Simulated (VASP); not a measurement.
Calculation: PBEsol GGA, VASP's PBE PAW potentials (set 64) (plane waves; VASP 6.6.1).

Input for VASP

KPOINTS:
```
Automatic mesh
0
gamma
18 18 18
0 0 0
```

### INCAR
```
NEDOS = 601   # DOS grid
GGA = PS   # PBEsol
ISIF = 2   # forces and stress, cell fixed
EDIFF = 1E-7
LASPH = .TRUE.   # aspherical one-centre terms
LMAXMIX = 4
LREAL = .FALSE.   # projection in real space or not
SYSTEM = Mo
LWAVE = .FALSE.
PREC = Accurate
ALGO = Normal   # blocked Davidson
ISMEAR = -5
NELM = 100   # most electronic steps
ENCUT = 520
LCHARG = .TRUE.
LORBIT = 11   # lm-projected
```

File POSCAR:
```
Mo
1
   -1.5665995232     1.5665995232     1.5665995232
    1.5665995232    -1.5665995232     1.5665995232
    1.5665995232     1.5665995232    -1.5665995232
Mo
1
Direct
  0.0000000000   0.0000000000   0.0000000000
```

POTCAR, in this order: Mo_sv (PBE.64 set). Program: vasp_std.

What VASP printed:

### OSZICAR
```
       N       E                     dE             d eps       ncg     rms          rms(c)
DAV:   1     0.903009333008E+02    0.90301E+02   -0.82711E+03  4322   0.130E+03
DAV:   2    -0.111866147630E+02   -0.10149E+03   -0.98496E+02  4695   0.343E+02
DAV:   3    -0.125306864631E+02   -0.13441E+01   -0.13332E+01  4979   0.395E+01
DAV:   4    -0.125342635304E+02   -0.35771E-02   -0.35576E-02  4673   0.236E+00
DAV:   5    -0.125342823219E+02   -0.18792E-04   -0.18769E-04  5037   0.167E-01    0.165E+01
DAV:   6    -0.118780459913E+02    0.65624E+00   -0.11380E+00  4623   0.128E+01    0.445E+00
DAV:   7    -0.117834107133E+02    0.94635E-01   -0.23429E-01  5000   0.538E+00    0.974E-01
DAV:   8    -0.117776460038E+02    0.57647E-02   -0.44772E-03  4440   0.947E-01    0.193E-01
DAV:   9    -0.117776625304E+02   -0.16527E-04   -0.11772E-04  5076   0.144E-01    0.805E-02
DAV:  10    -0.117776701654E+02   -0.76351E-05   -0.82031E-06  4566   0.367E-02    0.778E-03
DAV:  11    -0.117776726609E+02   -0.24954E-05   -0.44726E-07  5108   0.725E-03    0.788E-04
DAV:  12    -0.117776721614E+02    0.49948E-06   -0.87700E-09  2478   0.118E-03    0.855E-05
DAV:  13    -0.117776722074E+02   -0.46041E-07   -0.42569E-10  2367   0.302E-04
   1 F= -.11777672E+02 E0= -.11777672E+02  d E =0.000000E+00
```

OUTCAR:
```
------------------------ aborting loop because EDIFF is reached ----------------------------------------
  FORCE on cell =-STRESS in cart. coord.  units (eV):
  Direction    XX          YY          ZZ          XY          YZ          ZX
  --------------------------------------------------------------------------------------
  Total       -0.0127307     -0.0127307     -0.0127307      0.0000000     -0.0000000      0.0000000
  in kB       -1.3262588     -1.3262588     -1.3262588      0.0000000     -0.0000000      0.0000000
  external PRESSURE =      -1.3262588 kB  Pullay stress =       0.0000000 kB
  volume of cell :       15.38
      direct lattice vectors                 reciprocal lattice vectors
    -1.566599523  1.566599523  1.566599523     0.000000000  0.319162615  0.319162615
     1.566599523 -1.566599523  1.566599523     0.319162615  0.000000000  0.319162615
     1.566599523  1.566599523 -1.566599523     0.319162615  0.319162615  0.000000000
 POSITION                                       TOTAL-FORCE (eV/Angst)
 -----------------------------------------------------------------------------------
      0.00000      0.00000      0.00000         0.000000     -0.000000      0.000000
 -----------------------------------------------------------------------------------
    total drift:                                0.000000     -0.000000      0.000000
  FREE ENERGIE OF THE ION-ELECTRON SYSTEM (eV)
  ---------------------------------------------------
  free  energy   TOTEN  =       -11.7776722074 eV

  energy  without entropy=      -11.7776722074  energy(sigma->0) =      -11.77767221

 total charge

# of ion       s       p       d       tot
------------------------------------------
    1        2.390   6.214   3.933  12.538
```
(Selected blocks of OUTCAR.)

**OUTCAR**
```
 val. band max:       12.8683495084   @ k =   0.3889   0.1111   0.0556

 cond. band min:      12.6115467766   @ k =  -0.1667   0.1667   0.1111


 Fermi energy:        12.7446241343

 k-point     1 :       0.0000    0.0000    0.0000
  band No.  band energies     occupation
      1     -48.4773      2.00000
      2     -21.7252      2.00000
      3     -21.7252      2.00000
      4     -21.7252      2.00000
      5       5.3899      2.00000
      6      11.3248      2.00000
      7      11.3248      2.00000
      8      11.3248      2.00000
      9      14.4003      0.00000
     10      14.4003      0.00000
     11      27.5612      0.00000

 k-point     2 :       0.0556    0.0000    0.0000
  band No.  band energies     occupation
      1     -48.4690      2.00000
      2     -21.7733      2.00000
      3     -21.7400      2.00000
      4     -21.7256      2.00000
      5       5.5301      2.00000
      6      11.2448      2.00000
      7      11.3119      2.00000
      8      11.4564      2.00000
      9      14.2800      0.00000
     10      14.4021      0.00000
     11      27.6689      0.00000

 k-point     3 :       0.1111    0.0000    0.0000
  band No.  band energies     occupation
      1     -48.4447      2.00000
      2     -21.9105      2.00000
      3     -21.7823      2.00000
      4     -21.7267      2.00000
      5       5.9296      2.00000
      6      11.0227      2.00000
      7      11.2551      2.00000
      8      11.8459      2.01499
      9      14.0162      0.00000
     10      14.4129      0.00000
     11      27.9289      0.00000

 k-point     4 :       0.1667    0.0000    0.0000
  band No.  band energies     occupation
      1     -48.4074      2.00000
      2     -22.1170      2.00000
      3     -21.8465      2.00000
      4     -21.7284      2.00000
      5       6.5163      2.00000
      6      10.7036      2.00000
      7      11.1366      2.00000
      8      12.4769      1.63293
      9      13.8130      0.00000
...
```

For a metal the tetrahedron method with Blöchl corrections gives inexact stress and forces.

The compound is Mo in the bcc structure. It was relaxed first.
